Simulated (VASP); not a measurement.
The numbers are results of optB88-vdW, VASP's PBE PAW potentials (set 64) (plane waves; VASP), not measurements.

VASP input:

**KPOINTS**
```
Automatic mesh
0
Gamma
13 13 13
0 0 0
```

POSCAR:
```
NiAl
1
    2.8887378039     0.0000000000     0.0000000000
    0.0000000000     2.8887378039     0.0000000000
    0.0000000000     0.0000000000     2.8887378039
Al Ni
1 1
Direct
  0.5000000000   0.5000000000   0.5000000000
  0.0000000000   0.0000000000   0.0000000000
```

**INCAR**
```
SYSTEM = NiAl
PREC = Accurate
ENCUT = 520
EDIFF = 1E-7
NELM = 100
ALGO = Normal
LREAL = .FALSE.
LASPH = .TRUE.
ISMEAR = 1
SIGMA = 0.1
GGA = BO
PARAM1 = 0.1833333333
PARAM2 = 0.22
LUSE_VDW = .TRUE.
AGGAC = 0.0
LMAXMIX = 4
LWAVE = .FALSE.
LCHARG = .FALSE.
ISIF = 2
```

POTCAR, in this order: Al Ni (PBE.64 set). Program: vasp_std.

Output

**OSZICAR**
```
       N       E                     dE             d eps       ncg     rms          rms(c)
DAV:   1     0.453392795564E+02    0.45339E+02   -0.57544E+03  1680   0.136E+03
DAV:   2    -0.606821302609E+01   -0.51407E+02   -0.48929E+02  1690   0.208E+02
DAV:   3    -0.731016607761E+01   -0.12420E+01   -0.12295E+01  1996   0.422E+01
DAV:   4    -0.733099688176E+01   -0.20831E-01   -0.20823E-01  1990   0.486E+00
DAV:   5    -0.733166595043E+01   -0.66907E-03   -0.66906E-03  1912   0.888E-01    0.104E+01
DAV:   6    -0.871539979919E+01   -0.13837E+01   -0.43634E+01  1874   0.114E+02    0.132E+01
DAV:   7    -0.625976252187E+01    0.24556E+01   -0.13253E+01  1860   0.695E+01    0.943E-01
DAV:   8    -0.625716053385E+01    0.26020E-02   -0.26965E-01  2000   0.612E+00    0.966E-01
DAV:   9    -0.624562094039E+01    0.11540E-01   -0.49039E-02  1948   0.379E+00    0.129E-01
DAV:  10    -0.624549030698E+01    0.13063E-03   -0.97488E-04  1876   0.450E-01    0.667E-02
DAV:  11    -0.624548813488E+01    0.21721E-05   -0.39084E-05  2498   0.828E-02    0.165E-02
DAV:  12    -0.624548581899E+01    0.23159E-05   -0.86806E-07  1830   0.855E-03    0.376E-03
DAV:  13    -0.624548565994E+01    0.15905E-06   -0.45743E-07  1184   0.887E-03    0.175E-03
DAV:  14    -0.624548570536E+01   -0.45424E-07   -0.39072E-08   856   0.298E-03
   1 F= -.62454857E+01 E0= -.62455848E+01  d E =0.297192E-03
```

File OUTCAR:
```
------------------------ aborting loop because EDIFF is reached ----------------------------------------
  FORCE on cell =-STRESS in cart. coord.  units (eV):
  Direction    XX          YY          ZZ          XY          YZ          ZX
  --------------------------------------------------------------------------------------
  Total       -0.0601215     -0.0601215     -0.0601215      0.0000000      0.0000000      0.0000000
  in kB       -3.9959138     -3.9959138     -3.9959138      0.0000000      0.0000000      0.0000000
  external PRESSURE =      -3.9959138 kB  Pullay stress =       0.0000000 kB
  volume of cell :       24.11
      direct lattice vectors                 reciprocal lattice vectors
     2.888737804  0.000000000  0.000000000     0.346171950  0.000000000  0.000000000
     0.000000000  2.888737804  0.000000000     0.000000000  0.346171950  0.000000000
     0.000000000  0.000000000  2.888737804     0.000000000  0.000000000  0.346171950
 POSITION                                       TOTAL-FORCE (eV/Angst)
 -----------------------------------------------------------------------------------
      1.44437      1.44437      1.44437         0.000000      0.000000      0.000000
      0.00000      0.00000      0.00000         0.000000      0.000000      0.000000
 -----------------------------------------------------------------------------------
    total drift:                                0.000000      0.000000      0.000000
  FREE ENERGIE OF THE ION-ELECTRON SYSTEM (eV)
  ---------------------------------------------------
  free  energy   TOTEN  =        -6.2454857054 eV

  energy  without entropy=       -6.2457828976  energy(sigma->0) =       -6.24558477
```
(Selected blocks of OUTCAR.)

File OUTCAR:
```
 val. band max:        9.7439454274   @ k =   0.3846   0.2308   0.1538

 cond. band min:       9.8644836532   @ k =   0.3846   0.3077   0.1538


 Fermi energy:         9.7874519382

 k-point     1 :       0.0000    0.0000    0.0000
  band No.  band energies     occupation
      1      -1.2021      2.00000
      2       6.6435      2.00000
      3       6.6435      2.00000
      4       8.2690      2.00000
      5       8.2690      2.00000
      6       8.2690      2.00000
      7      15.2812      0.00000
      8      15.2812      0.00000
      9      15.2812      0.00000
     10      18.0518      0.00000

 k-point     2 :       0.0769    0.0000    0.0000
  band No.  band energies     occupation
      1      -1.0938      2.00000
      2       6.6361      2.00000
      3       6.6681      2.00000
      4       8.2226      2.00000
      5       8.2226      2.00000
      6       8.2740      2.00000
      7      14.2115      0.00000
      8      15.4242      0.00000
      9      15.4242      0.00000
     10      18.0593      0.00000

 k-point     3 :       0.1538    0.0000    0.0000
  band No.  band energies     occupation
      1      -0.7705      2.00000
      2       6.5817      2.00000
      3       6.7373      2.00000
      4       8.0993      2.00000
      5       8.0993      2.00000
      6       8.2877      2.00000
      7      12.4971      0.00000
      8      15.8382      0.00000
      9      15.8382      0.00000
     10      18.0815      0.00000

 k-point     4 :       0.2308    0.0000    0.0000
  band No.  band energies     occupation
      1      -0.2378      2.00000
      2       6.3681      2.00000
      3       6.8372      2.00000
      4       7.9371      2.00000
      5       7.9371      2.00000
      6       8.3071      2.00000
      7      10.9574     -0.00000
      8      16.4879      0.00000
      9      16.4879      0.00000
     10      18.1164      0.00000

 k-point     5 :       0.3077    0.0000    0.0000
...
```

The compound is NiAl in the CsCl type structure. It was relaxed first. The run is not spin-polarised, so no magnetic state was tried. The electron count is odd and the run is not spin-polarised, which forces a metal.
